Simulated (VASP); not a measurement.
Data:

```yaml
crystal:
  lattice:
    - [4.18666, 2.08900, 2.08900]
    - [2.08900, 4.18666, 2.08900]
    - [2.08900, 2.08900, 4.18666]
  atoms:
    - { symbol: Ni, position: [0.00000, 0.00000, 0.00000], spin: 1.4 }
    - { symbol: Ni, position: [0.50000, 0.50000, 0.50000], spin: -1.4 }
    - { symbol: O, position: [0.25000, 0.25000, 0.25000] }
    - { symbol: O, position: [0.75000, 0.75000, 0.75000] }
```

The numbers are results of PBE GGA, VASP's PBE PAW potentials (set 64) (plane waves; VASP), not measurements. Run with 520 eV cut-off, Gaussian smearing of 0.050 eV, potentials Ni O.

Give the spin-up energies of bands 6 to 19 at the high-symmetry points, in eV from the valence-band maximum.

```json
[
 {"band": "6", "Γ": "-2.22", "T": "-4.36", "H2": "-5.31", "L": "-4.76", "S0": "-5.21", "F": "-4.80"},
 {"band": "7", "Γ": "-2.22", "T": "-3.60", "H2": "-4.59", "L": "-4.61", "S0": "-4.67", "F": "-3.52"},
 {"band": "8", "Γ": "-2.19", "T": "-3.60", "H2": "-4.43", "L": "-4.02", "S0": "-4.44", "F": "-3.50"},
 {"band": "9", "Γ": "-1.81", "T": "-1.69", "H2": "-1.39", "L": "-1.87", "S0": "-1.38", "F": "-2.58"},
 {"band": "10", "Γ": "-1.81", "T": "-1.69", "H2": "-1.29", "L": "-1.24", "S0": "-1.23", "F": "-1.38"},
 {"band": "11", "Γ": "-1.71", "T": "-1.29", "H2": "-1.17", "L": "-1.03", "S0": "-1.19", "F": "-1.13"},
 {"band": "12", "Γ": "-1.48", "T": "-0.76", "H2": "-0.84", "L": "-0.89", "S0": "-0.85", "F": "-0.90"},
 {"band": "13", "Γ": "-1.48", "T": "-0.76", "H2": "-0.53", "L": "-0.48", "S0": "-0.55", "F": "-0.78"},
 {"band": "14", "Γ": "-0.56", "T": "-0.61", "H2": "-0.39", "L": "-0.29", "S0": "-0.42", "F": "-0.38"},
 {"band": "15", "Γ": "-0.56", "T": "-0.06", "H2": "-0.22", "L": "-0.25", "S0": "-0.23", "F": "-0.23"},
 {"band": "16", "Γ": "-0.28", "T": "-0.06", "H2": "-0.13", "L": "-0.10", "S0": "-0.14", "F": "-0.11"},
 {"band": "17", "Γ": "2.07", "T": "1.55", "H2": "1.57", "L": "1.53", "S0": "1.59", "F": "2.12"},
 {"band": "18", "Γ": "2.07", "T": "1.55", "H2": "1.65", "L": "1.55", "S0": "1.65", "F": "2.19"},
 {"band": "19", "Γ": "2.19", "T": "4.86", "H2": "9.04", "L": "8.07", "S0": "9.17", "F": "6.22"}
]
```

Give the spin-down energies of bands 6 to 19 at the high-symmetry points, in eV from the valence-band maximum.

```csv
band,Γ,T,H2,L,S0,F
6,-2.22,-4.36,-5.31,-4.76,-5.21,-4.80
7,-2.22,-3.60,-4.59,-4.61,-4.67,-3.52
8,-2.19,-3.60,-4.43,-4.02,-4.44,-3.50
9,-1.81,-1.69,-1.39,-1.87,-1.38,-2.58
10,-1.81,-1.69,-1.29,-1.24,-1.23,-1.38
11,-1.71,-1.29,-1.17,-1.03,-1.19,-1.13
12,-1.48,-0.76,-0.84,-0.89,-0.85,-0.90
13,-1.48,-0.76,-0.53,-0.48,-0.55,-0.78
14,-0.56,-0.61,-0.39,-0.29,-0.42,-0.38
15,-0.56,-0.06,-0.22,-0.25,-0.23,-0.23
16,-0.28,-0.06,-0.13,-0.10,-0.14,-0.11
17,2.07,1.55,1.57,1.53,1.59,2.12
18,2.07,1.55,1.65,1.55,1.65,2.19
19,2.19,4.86,9.04,8.07,9.17,6.22
```

The gap is indirect, 1.22 eV, from the valence maximum at F-Γ at 0.55 to the conduction minimum at Γ-S0 at 0.73.

The compound is NiO in the rock salt, AFM-II order structure. It was relaxed first.
